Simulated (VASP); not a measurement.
An input for Quantum ESPRESSO's pw.x (written as the equivalent of a VASP run, and not itself run):

```
&CONTROL
  calculation = 'scf'
  pseudo_dir = './pseudo'
  outdir = './out'
  tprnfor = .true.
  tstress = .true.
/
&SYSTEM
  ibrav = 0
  nat = 6
  ntyp = 2
  ecutwfc = 86
  occupations = 'smearing'
  smearing = 'gaussian'
  degauss = 0.000735
  input_dft = 'pbe'
/
&ELECTRONS
  conv_thr = 7.3e-08
  electron_maxstep = 100
/
ATOMIC_SPECIES
  Si 28.085 Si.upf
  Se 78.971 Se.upf
CELL_PARAMETERS angstrom
    -3.3720650    4.7715450    2.9649570
     3.3720650   -4.7715450    2.9649570
     3.3720650    4.7715450   -2.9649570
ATOMIC_POSITIONS crystal
  Si   0.7500000  0.7500000  0.0000000
  Si   0.2500000  0.2500000  0.0000000
  Se   0.3736400  0.6892700  0.0629100
  Se   0.6263600  0.3107300  0.9370900
  Se   0.1263600  0.1892700  0.3156300
  Se   0.8736400  0.8107300  0.6843700
K_POINTS automatic
  6 6 6 0 0 0
```

**Question.** Write the VASP files for the same calculation (PBE).

**Answer.** One answer among several that fit: 
### POSCAR
```
SiSe2
1
   -3.3720650000     4.7715450000     2.9649570000
    3.3720650000    -4.7715450000     2.9649570000
    3.3720650000     4.7715450000    -2.9649570000
Si Se
2 4
Direct
  0.7500000000   0.7500000000   0.0000000000
  0.2500000000   0.2500000000   0.0000000000
  0.3736400000   0.6892700000   0.0629100000
  0.6263600000   0.3107300000   0.9370900000
  0.1263600000   0.1892700000   0.3156300000
  0.8736400000   0.8107300000   0.6843700000
```

INCAR:
```
ALGO = Normal   ! blocked Davidson
ISIF = 2   ! forces and stress, cell fixed
PREC = Accurate
LCHARG = .False.
LREAL = .False.   ! projection in real space or not
EDIFF = 1E-6
LMAXMIX = 4   ! l cut-off of mixed one-centre charges
NELM = 100   ! most electronic steps
SIGMA = 0.01
LASPH = .True.   ! aspherical one-centre terms
ISMEAR = 0
ENCUT = 300   ! plane-wave cut-off (eV)
LWAVE = .False.
GGA = PE
SYSTEM = SiSe2
```

KPOINTS:
```
Regular mesh
0
gamma
  6 6 6
```

POTCAR, in this order: Si Se (PBE.64 set). Program: vasp_std.

The two are equivalent in intent, not identical: the potentials are each code's own (VASP's PAW set, PseudoDojo norm-conserving files in pw.x), so ENCUT and ecutwfc are chosen apart and not converted; conv_thr bounds pw.x's estimated SCF error, while EDIFF bounds the energy change between steps.

The structure comes from a computed database's SiSe2 entry; how it stands against other phases isn't given here. The cell was not relaxed at this level. The run is one of a series of settings (KPOINTS 6×6×6 Γ-centred mesh against the base run), some of them coarse on purpose.
